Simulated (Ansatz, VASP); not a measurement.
**Ca3Pb5S8: VASP beside Ansatz**

One calculation is typed for both programs; each brings its own data sets. How far apart do they land? Of the first pair: The structure shown is frame 30 of Ansatz's trajectory.

Program: Ansatz 0.2.0. Level of theory: plane waves, with VASP 6.6.1 beside it; single point at PBE. Results are calculated unless marked as measured.

## 1. The structure

The cell holds 64 atoms: 20 Pb, 32 S and 12 Ca. Cell: a = 11.688 Å, b = 11.688 Å, c = 11.688 Å, α = 90.0°, β = 90.0°, γ = 90.0°. It derives from CaS (rock-salt), repeated 2×2×2. Rock-salt CaS, 2 x 2 x 2 conventional cells, 20 of 32 Ca sites given to Pb at random (x = 0.625), lattice by Vegard's rule (a = 5.844 A); (so at first; earlier steps may have moved the atoms), displaced by a Gaussian of 0.02 A.

## 2. Ansatz: dynamics, PBE

Ansatz runs on its default PAW (the set named soft_2) files.

One frame of this run of dynamics is then solved in both programs, so the motion causes no difference.

The input, input.yaml:

```yaml
crystal:
  lattice:
    - [11.6876, 0.0, 0.0]
    - [0.0, 11.6876, 0.0]
    - [0.0, 0.0, 11.6876]
  atoms:
    - { symbol: Pb, position: [0.00094, 0.0045, 0.00048] }
    - { symbol: S, position: [0.25056, 0.00284, 0.99926] }
    - { symbol: Pb, position: [0.99971, 0.25121, 0.24904] }
    - { symbol: S, position: [0.25227, 0.24834, 0.24745] }
    - { symbol: Ca, position: [0.24919, 0.999, 0.25238] }
    - { symbol: S, position: [0.99996, 0.99994, 0.24786] }
    - { symbol: Ca, position: [0.24807, 0.24857, 0.00026] }
    - { symbol: S, position: [0.00119, 0.2489, 0.00081] }
    - { symbol: Pb, position: [0.00225, 0.00012, 0.49936] }
    - { symbol: S, position: [0.24725, 0.99752, 0.4976] }
    - { symbol: Ca, position: [0.99842, 0.24934, 0.75013] }
    - { symbol: S, position: [0.24647, 0.24995, 0.74903] }
    - { symbol: Ca, position: [0.25041, 0.00163, 0.74653] }
    - { symbol: S, position: [0.99889, 0.99974, 0.74991] }
    - { symbol: Pb, position: [0.25169, 0.25071, 0.50043] }
    - { symbol: S, position: [0.00102, 0.25008, 0.5012] }
    - { symbol: Pb, position: [0.00041, 0.49689, 0.00128] }
    - { symbol: S, position: [0.24846, 0.50142, 0.99704] }
    - { symbol: Pb, position: [0.99693, 0.7482, 0.25051] }
    - { symbol: S, position: [0.25244, 0.74837, 0.25107] }
    - { symbol: Ca, position: [0.24896, 0.49909, 0.25161] }
    - { symbol: S, position: [0.00381, 0.49951, 0.25178] }
    - { symbol: Pb, position: [0.25042, 0.75162, 0.99925] }
    - { symbol: S, position: [0.99944, 0.75397, 0.00067] }
    - { symbol: Pb, position: [0.99781, 0.49968, 0.49698] }
    - { symbol: S, position: [0.25468, 0.49899, 0.50016] }
    - { symbol: Pb, position: [0.99895, 0.74961, 0.75227] }
    - { symbol: S, position: [0.24694, 0.75097, 0.74951] }
    - { symbol: Pb, position: [0.25064, 0.49865, 0.75006] }
    - { symbol: S, position: [0.99836, 0.49719, 0.7482] }
    - { symbol: Ca, position: [0.25008, 0.75085, 0.49928] }
    - { symbol: S, position: [0.9998, 0.75026, 0.50004] }
    - { symbol: Ca, position: [0.50172, 0.00123, 0.99954] }
    - { symbol: S, position: [0.74808, 0.9988, 0.99984] }
    - { symbol: Pb, position: [0.49902, 0.24825, 0.25105] }
    - { symbol: S, position: [0.74997, 0.25114, 0.24883] }
    - { symbol: Pb, position: [0.74792, 0.0006, 0.25096] }
    - { symbol: S, position: [0.50004, 0.001, 0.2482] }
    - { symbol: Pb, position: [0.74863, 0.2499, 0.00122] }
    - { symbol: S, position: [0.49839, 0.25107, 0.00209] }
    - { symbol: Ca, position: [0.50017, 0.99893, 0.49742] }
    - { symbol: S, position: [0.75147, 0.99788, 0.5009] }
    - { symbol: Pb, position: [0.49897, 0.24865, 0.75125] }
    - { symbol: S, position: [0.75258, 0.25096, 0.75197] }
    - { symbol: Pb, position: [0.74824, 0.0007, 0.75105] }
    - { symbol: S, position: [0.50029, 0.00047, 0.74829] }
    - { symbol: Ca, position: [0.74794, 0.25115, 0.49954] }
    - { symbol: S, position: [0.49788, 0.25044, 0.49882] }
    - { symbol: Ca, position: [0.50129, 0.49793, 0.99863] }
    - { symbol: S, position: [0.75092, 0.4999, 0.00086] }
    - { symbol: Pb, position: [0.5013, 0.75021, 0.25208] }
    - { symbol: S, position: [0.74852, 0.74965, 0.24862] }
    - { symbol: Pb, position: [0.74817, 0.49693, 0.24976] }
    - { symbol: S, position: [0.49622, 0.50331, 0.24816] }
    - { symbol: Ca, position: [0.7537, 0.74831, 0.00294] }
    - { symbol: S, position: [0.49887, 0.75057, 0.00214] }
    - { symbol: Pb, position: [0.49972, 0.50082, 0.50087] }
    - { symbol: S, position: [0.75201, 0.49924, 0.49937] }
    - { symbol: Ca, position: [0.50232, 0.7497, 0.74989] }
    - { symbol: S, position: [0.75099, 0.74826, 0.7494] }
    - { symbol: Pb, position: [0.75249, 0.49989, 0.74782] }
    - { symbol: S, position: [0.50093, 0.5006, 0.74791] }
    - { symbol: Pb, position: [0.74895, 0.75222, 0.49997] }
    - { symbol: S, position: [0.50123, 0.74735, 0.50004] }
kpoints:
  mp_grid: { grid: [1, 1, 1] }
hamiltonian:
  xc: pbe
scf:
  occupations: { method: gaussian, width: 0.05 }
output:
  forces: true
  stress: true
md:
  timestep: 2.0
  n_steps: 90
  ensemble: nvt_langevin
  temperature: 300
  initial_velocities: maxwell_boltzmann
  seed: 243
```

Run with:

```console
> ansatz run input.yaml --threads 4 --pin off --max-ram 8192MiB --backend cpu --events-out ev --progress --plain --runs-dir out
```

Numbers of over 12 decimals in the logs are rounded to 6 here.

Log:

```text
Warning: md: disabling space-group detection — thermal motion breaks the input geometry's symmetry, so no spatial operation reduces the k-mesh or symmetrises the density; time reversal is kept, so that k and −k are solved as one point where they differ and the mesh holds both, and exact exchange and, on two spinor components, a DFT+U term hold to it where the run has them: on two components no moment then forms, and  [...]
Warning: output.stress: scf.convergence.dr2_threshold = 6.4e-8 eV (the default of an md: trajectory) is looser than the 6.4e-9 eV advised for a printed stress (1e-10 eV for each atom of the cell: 64). What an SCF threshold leaves in a stress goes as its square root, and in the free energy as the threshold itself, and one threshold admits the most on a small cell: [figures from the program's tests cut] Set scf.converg [...]
Engine: ansatz 0.2.0, x86_64-unknown-linux-gnu
Pseudopotentials: kind: paw
Pseudopotential: Pb, paw, valence charge 14, recommended cutoff 420 eV (normal), Pb.paw.azcp
Pseudopotential: S, paw, valence charge 6, recommended cutoff 420 eV (normal), S.paw.azcp
Pseudopotential: Ca, paw, valence charge 10, recommended cutoff 420 eV (normal), Ca.paw.azcp
Functional definition: PBE
  parameter kappa = 0.804
  parameter beta = 0.066725
  exchange = pbe_x(kappa = kappa, mu = beta*pi^2/3)
  correlation = pbe_c(beta = beta)
Crystal: 64 atoms, lattice volume = 1596.526 Å³
Basis set: ecut = 420 eV, 31343 PW (Γ), exchange–correlation on 160×160×160 points (8 copies of the dense FFT grid, shifted against one another)
Bands: 360, of which v1, the nominal top of the filled ones, is band 296 counted from 1 (295 counted from 0)
Symmetry: 1 space group operations
k-points: 1
Non-local potential: Pb, projectors of the file, l = 0: 2, l = 1: 2, l = 2: 2, l = 3: 2
Non-local potential: S, projectors of the file, l = 0: 2, l = 1: 2, l = 2: 2
Non-local potential: Ca, projectors of the file, l = 0: 3, l = 1: 2, l = 2: 2
PAW form: soft (Blöchl's): semilocal exchange-correlation on the pseudo side does not see the compensation charge
PAW one-centre angular grid: Pb, 590 points (default); XC on 64 Gauss nodes
PAW one-centre angular grid: S, 110 points (default); XC on 64 Gauss nodes
PAW one-centre angular grid: Ca, 110 points (default); XC on 64 Gauss nodes
Initial density: superposition of atomic densities (neutral atoms: chi_scale 0, normalization atom), corrected by the library's trained network
Initial wavefunctions: pseudopotential atomic-orbital guess
Functional: x = pbe(κ = 0.804, μ = 0.219515), c = pbe(β = 0.066725)
SCF iter   1: F=—  HF=-288863.775404 eV  |F-HF|=—  |Δ(HF+E_count)|=         —  Δρ=5.37e-3  dr2=5.77e-1  ethr=1.77e-3  ⟨swp⟩=10.0  Hψ=1898  notcnv=0  defer=27
preconditioner: auto → Resta (q_TF=auto, 2.313 Å⁻¹)  ε∞=3.4  [insulator: Δε(μ)=1.194 eV  Ē_g=14.414 eV  σ=0.050 eV  W_gap=1.00  n_scr=340 (ndim 8)  ℏωp=22.1 eV  f_vac=0.000  D(μ)=0.00/eV (n_scr^D=0)  ε∞_Penn≈3.4]
SCF iter   2: F=—  HF=-288863.672318 eV  |F-HF|=—  |Δ(HF+E_count)|=   1.03e-1  Δρ=2.71e-3  dr2=1.16e-1  ethr=9.75e-5  ⟨swp⟩=2.0  Hψ=441  notcnv=0  defer=52
SCF iter   3: F=—  HF=-288863.654772 eV  |F-HF|=—  |Δ(HF+E_count)|=   1.75e-2  Δρ=7.62e-4  dr2=1.45e-2  ethr=1.96e-5  ⟨swp⟩=2.0  Hψ=399  notcnv=0  defer=52
SCF iter   4: F=—  HF=-288863.653513 eV  |F-HF|=—  |Δ(HF+E_count)|=   1.26e-3  Δρ=1.63e-4  dr2=7.40e-4  ethr=2.45e-6  ⟨swp⟩=2.0  Hψ=416  notcnv=0  defer=52
SCF iter   5: F=—  HF=-288863.653657 eV  |F-HF|=—  |Δ(HF+E_count)|=   1.44e-4  Δρ=6.36e-5  dr2=7.30e-5  ethr=1.25e-7  ⟨swp⟩=2.0  Hψ=447  notcnv=0  defer=52
SCF iter   6: F=—  HF=-288863.656497 eV  |F-HF|=—  |Δ(HF+E_count)|=   2.84e-3  Δρ=1.64e-5  dr2=8.42e-6  ethr=1.23e-8  ⟨swp⟩=2.0  Hψ=595  notcnv=0  defer=52
SCF iter   7: F=—  HF=-288863.656431 eV  |F-HF|=—  |Δ(HF+E_count)|=   6.58e-5  Δρ=5.84e-6  dr2=8.58e-7  ethr=1.42e-9  ⟨swp⟩=2.0  Hψ=476  notcnv=0  defer=60
[...]
md step    81: t =   162.00 fs  T =   309.1 K  F+E_penalty+E_count = -288862.99742754 eV  E_kin = 2.556880 eV  P_inst = 3.5770 GPa  (5 SCF iters)
[... from here on, the SCF cycles and remarks between the steps are left out ...]
md step    82: t =   164.00 fs  T =   308.7 K  F+E_penalty+E_count = -288862.98968590 eV  E_kin = 2.553355 eV  P_inst = 3.5830 GPa  (5 SCF iters)
md step    83: t =   166.00 fs  T =   318.6 K  F+E_penalty+E_count = -288862.97502831 eV  E_kin = 2.635846 eV  P_inst = 3.5947 GPa  (5 SCF iters)
md step    84: t =   168.00 fs  T =   295.8 K  F+E_penalty+E_count = -288862.95446295 eV  E_kin = 2.446898 eV  P_inst = 3.5882 GPa  (5 SCF iters)
md step    85: t =   170.00 fs  T =   291.1 K  F+E_penalty+E_count = -288862.93175057 eV  E_kin = 2.408089 eV  P_inst = 3.5920 GPa  (5 SCF iters)
md step    86: t =   172.00 fs  T =   281.6 K  F+E_penalty+E_count = -288862.90855044 eV  E_kin = 2.329175 eV  P_inst = 3.5926 GPa  (5 SCF iters)
md step    87: t =   174.00 fs  T =   280.8 K  F+E_penalty+E_count = -288862.88247305 eV  E_kin = 2.323027 eV  P_inst = 3.5966 GPa  (5 SCF iters)
md step    88: t =   176.00 fs  T =   284.3 K  F+E_penalty+E_count = -288862.85059506 eV  E_kin = 2.351915 eV  P_inst = 3.6014 GPa  (5 SCF iters)
md step    89: t =   178.00 fs  T =   283.6 K  F+E_penalty+E_count = -288862.81902164 eV  E_kin = 2.346174 eV  P_inst = 3.6027 GPa  (5 SCF iters)
md step    90: t =   180.00 fs  T =   270.3 K  F+E_penalty+E_count = -288862.79491936 eV  E_kin = 2.236195 eV  P_inst = 3.5943 GPa  (7 SCF iters)
SCF converged after 7 iterations
Free energy (F): -288862.794919 eV
Harris-Foulkes:  -288862.794919 eV  (|F-HF|=6.69e-9)
Internal energy: -288862.794919 eV  (E = F + TS)
E sigma→0 (E₀):  -288862.794919 eV
Fermi energy:    8.424438 eV
--- Per-component energies (eV) ---
  E_band       = -2720.232930
  E_kinetic    = 12541.895666
  E_local      = -34959.800148  (includes V_loc(G=0)·N_el)
  E_nonlocal   = 8671.962048
  E_hartree    = 13055.679308
  E_xc         = -9216.550060
  E_vxc        = -7556.800433  (∫ρ·V_xc dr)
  E_paw        = -237564.816636  (= ΣΔE_a)
  E_vpaw       = -7528.849631  (= ΣTr[D̂ρ^β])
  E_aug_tail   = 0.000946  (compensation charges beyond the density's cutoff)
  E_ewald      = -41391.166043
  E_smearing   = -0.000000  (= −TS)
  E_closure    = -0.000000  (closes the sum)
  Σ components = -288862.794919   (vs F -288862.794919, Δ=0.00e0)
--- Forces (eV/Å), atoms counted from 1 ---
  atom   1  Pb     0.26786490    -0.19518901     0.16911030
  atom   2  S      0.20551248    -0.69427628    -0.51690080
  atom   3  Pb    -0.29392522    -0.34321391     0.67063926
  atom   4  S     -0.72905610    -0.35465317     0.32797352
  atom   5  Ca     0.52438114    -0.10450504     0.44012296
  atom   6  S     -0.19168030     0.38431150    -0.00312516
  atom   7  Ca     0.40085299     0.89309314     0.07248325
  atom   8  S     -0.28582029     0.06332716     0.13754386
  atom   9  Pb    -0.16318852     0.20584766    -0.33777618
  atom  10  S      0.52605173     0.12623443     0.00698473
  atom  11  Ca    -0.16526493    -0.18293580    -0.68289528
  atom  12  S      0.32846912     0.39389637     0.26375296
  atom  13  Ca     0.46674288     0.17676632     0.00007938
  atom  14  S     -0.02596645     0.11520938     0.54817314
  atom  15  Pb    -0.33199554    -0.49491397    -0.18940998
  atom  16  S      0.28882996     0.25558759     0.02235127
  atom  17  Pb     0.02568658     0.19676753     0.24271046
  atom  18  S      0.29192307     0.07906007    -0.98029288
  atom  19  Pb     0.75530248    -0.21813660    -0.03515402
  atom  20  S      0.32385755    -0.03201454    -0.08884537
  atom  21  Ca     0.52789196     0.13321221     0.46451154
  atom  22  S     -0.21229956    -0.01762307     0.16158518
  atom  23  Pb     0.02218826    -0.18094252    -0.36024949
  atom  24  S     -0.12506571     0.38302164    -0.16038445
[...]
atom  57  Pb    -0.32003477    -0.39235832     0.16608059
  atom  58  S      0.05345847     0.15861069    -0.09643054
  atom  59  Ca     0.15966207    -0.02883738     0.12234254
  atom  60  S      0.13402390     0.05980447     0.26461011
  atom  61  Pb     0.32701042    -0.09301940    -0.43012339
  atom  62  S     -0.66755291     0.06029159    -0.12002041
  atom  63  Pb    -0.02585422     0.29522703     0.48142271
  atom  64  S      0.44113131    -0.08193894     0.14886828
  max |Σ_I F_I| component: 8.88e-5 eV/Å
--- Stress (GPa, compression-positive) ---
        2.575897      -0.066553      -0.005844
       -0.066553       4.096488       0.004603
       -0.005844       0.004603       3.661770
  P = ⅓ Tr σ = 3.4447 GPa (34.447 kbar)
--- MD trajectory: 90 steps, t = 0.0 → 180.0 fs ---
  final state: T = 270.3 K   F+E_penalty+E_count = -288862.79491936 eV   E_kin = 2.236195 eV
```

In the SCF lines HF is the Harris–Foulkes energy and dr2 the Hartree energy of the density residual, in eV; the loop may stop once dr2 is under the threshold and the program's other checks hold. Hψ counts applications of the Hamiltonian.

## 3. VASP: single point, PBE, pair 1

The same cell, functional, mesh and smearing now go to VASP, with its own data sets.

Lines of VASP's logs that name or quote its potential files are left out, and so is its time.

The input, INCAR:

```
SYSTEM = Ca3Pb5S8
PREC = Accurate
ENCUT = 400
EDIFF = 1E-06
NELM = 120
ISMEAR = 0
SIGMA = 0.05
LREAL = Auto
ALGO = Normal
GGA = PE
NBANDS = 344
LORBIT = 11
LWAVE = .FALSE.
LCHARG = .FALSE.
ISIF = 2
LASPH = .TRUE.
GGA_COMPAT = .FALSE.
EFERMI = MIDGAP
NCORE = 2
```

The input, POSCAR:

```
Ca3Pb5S8
1.0
   11.6876000000      0.0000000000      0.0000000000
    0.0000000000     11.6876000000      0.0000000000
    0.0000000000      0.0000000000     11.6876000000
Pb S Ca
20 32 12
Direct
    0.9962609946      0.0117817174      0.0032769773
    0.0013176358      0.2552790992      0.2427786714
    0.9946610082      0.9989818269      0.4932064752
    0.2555528937      0.2521475752      0.5003507991
    0.9951658168      0.4925134330      0.0009497245
    0.0004876964      0.7498203224      0.2469027003
    0.2477668640      0.7454224991      0.0070074267
    0.9994780793      0.4982973408      0.5058181320
    0.9976470790      0.7534652110      0.7429754612
    0.2562887162      0.5003679113      0.7584961840
    0.5005732571      0.2470738218      0.2495721962
    0.7424449844      0.0034395428      0.2534652110
    0.7450118074      0.2504876964      0.0026694959
    0.5007101544      0.2519764537      0.7482288922
    0.7480748828      0.9950289195      0.7554074404
    0.4985625791      0.7486566960      0.2459615319
    0.7573924501      0.4964920086      0.2464920086
    0.5038245662      0.5008641637      0.4950203635
    0.7580084876      0.5076149081      0.7492385092
    0.7478010883      0.7503850234      0.5002737944
    0.2662223211      0.0000427804      0.9989133783
    0.2660597556      0.2417519422      0.2448150176
    0.9892535679      0.0047058421      0.2511636264
    0.0229046169      0.2430781341      0.9850953147
    0.2515914302      0.9836921181      0.5019764537
    0.2325969403      0.2512149629      0.7744019303
    0.0038759027      0.0089753243      0.7426417742
    0.9959444197      0.2435401622      0.4875765769
    0.2485283548      0.4753413875      0.0216554297
    0.2413326945      0.7484342380      0.2466545741
    0.9991529484      0.5064341695      0.2439594100
    0.9814589822      0.7442075362      0.0074780109
    0.2556726787      0.5031571922      0.5014031966
    0.2576576885      0.7672661624      0.7310825148
    0.9991700606      0.4785071358      0.7400150587
    0.0165132277      0.7387915398      0.4973903967
    0.7510780656      0.9838974640      0.0002481262
    0.7565710668      0.2488192614      0.2617560491
    0.4697029330      0.9997176495      0.2544919402
    0.4902460728      0.2609603340      0.0059550293
    0.7384664088      0.0067593005      0.4998032102
    0.7658116294      0.2382525069      0.7342995996
    0.4876193573      0.0033368698      0.7457219617
    0.5273794449      0.2443701016      0.5051678702
    0.7413840309      0.4932150313      0.9983743455
    0.7533368698      0.7486053595      0.2340172491
    0.4883295116      0.4919401759      0.2283189021
    0.5102330675      0.7351124268      0.9885434135
    0.7546630617      0.4669564325      0.5021989117
    0.7310825148      0.7458759711      0.7600876142
    0.5172832746      0.5103015161      0.7524812622
    0.4847188473      0.7656319518      0.4956620692
    0.2419059516      0.9922225264      0.2580427119
    0.2528833978      0.2341370341      0.0035422157
    0.0010780656      0.2428984565      0.7324857114
    0.2383551798      0.0159228584      0.7474246210
    0.2553304357      0.4920342928      0.2452000411
    0.2510096170      0.7317498888      0.5045946131
    0.5058609124      0.9965519012      0.9971593826
    0.5088812074      0.0064512817      0.4964492282
    0.7521304631      0.2422567507      0.4954481673
    0.5030716315      0.4934460454      0.9917861665
    0.7473732845      0.7380386050      0.0034480988
    0.4980406585      0.7595828057      0.7559122489
```

The input, KPOINTS:

```
Automatic mesh
0
Gamma
1 1 1
0 0 0
```

Potentials, in the order of the species: Pb_d, S and Ca_sv (PBE family, release 64).

Run with:

```console
> mpirun -np 8 vasp_gam
```

Log:

```text
[banner, memory and clock lines left out]
running    8 mpi-ranks, on    1 nodes
[...]
LDA part: xc-table for (Slater+PW92), standard interpolation
 POSCAR, INCAR and KPOINTS ok, starting setup
[...]
entering main loop
       N       E                     dE             d eps       ncg     rms          rms(c)
DAV:   1     0.891373447738E+04    0.89137E+04   -0.24481E+05   688   0.167E+03
DAV:   2     0.159977611439E+04   -0.73140E+04   -0.71465E+04   688   0.536E+02
DAV:   3    -0.422609004002E+02   -0.16420E+04   -0.15321E+04   920   0.249E+02
DAV:   4    -0.297828168826E+03   -0.25557E+03   -0.25028E+03   952   0.878E+01
[...]
DAV:  15    -0.291947640970E+03   -0.20491E-04   -0.11470E-04   896   0.169E-02    0.242E-02
DAV:  16    -0.291947640351E+03    0.61896E-06   -0.18867E-05   880   0.896E-03    0.120E-02
DAV:  17    -0.291947639989E+03    0.36236E-06   -0.23398E-06   552   0.318E-03
   1 F= -.29194764E+03 E0= -.29194764E+03  d E =-.537669E-57
```

Parts of OUTCAR (step 3):

```text
  Total       22.8053076     34.0803378     33.9692313      0.1549964      0.1831412      0.7148252
  in kB       22.8860319     34.2009724     34.0894726      0.1555450      0.1837895      0.7173554
  external PRESSURE =      30.3921590 kB  Pullay stress =       0.0000000 kB

 POSITION                                       TOTAL-FORCE (eV/Angst)
 -----------------------------------------------------------------------------------
     11.64390      0.13770      0.03830         0.137393     -0.477084     -0.073425
      0.01540      2.98360      2.83750         0.066935     -0.086723      0.051283
     11.62520     11.67570      5.76440         0.377261     -0.056775      0.170813
      2.98680      2.94700      5.84790        -0.086900     -0.499897     -0.148737
     11.63110      5.75630      0.01110         0.329957      0.302245      0.004183
      0.00570      8.76360      2.88570        -0.176977      0.120920     -0.094381
      2.89580      8.71220      0.08190         0.007074      0.073214     -0.383692
     11.68150      5.82390      5.91180        -0.225897      0.042337     -0.147668
     11.66010      8.80620      8.68360         0.426240      0.095251      0.138020
      2.99540      5.84810      8.86500        -0.169337      0.126861      0.087232
      5.85050      2.88770      2.91690         0.037778      0.090155     -0.051079
      8.67740      0.04020      2.96240         0.013401     -0.186412     -0.141103
      8.70740      2.92760      0.03120         0.106618     -0.213759     -0.336476
      5.85210      2.94500      8.74500         0.205483     -0.092771      0.012290
[...]
-----------------------------------------------------------------------------------
    total drift:                               -0.002679      0.000201     -0.000520

  FREE ENERGIE OF THE ION-ELECTRON SYSTEM (eV)
  ---------------------------------------------------
  free  energy   TOTEN  =      -291.9476399887 eV

  energy  without entropy=     -291.9476399887  energy(sigma->0) =     -291.94763999

[... 3 further parts left out ...]
[key lines of the parts left out:]
E-fermi :   5.4647
```

The run ends at a pressure of 3.04 GPa, with forces up to 1.3 eV/Å.

(Continued in part 2 of 3.)

[Lines on the potential files, build, host, timing and source positions are cut from VASP's logs without a mark.]

[Logs are printed without paths, hosts, clocks, repeated set-up lines and the standing remarks that a program may print on its own settings, such as how far it seeks lower states.]

[Hosts, paths, dates, database ids (printed as entryN), source tags and the programs' standing remarks are cut or masked in the printed files.]
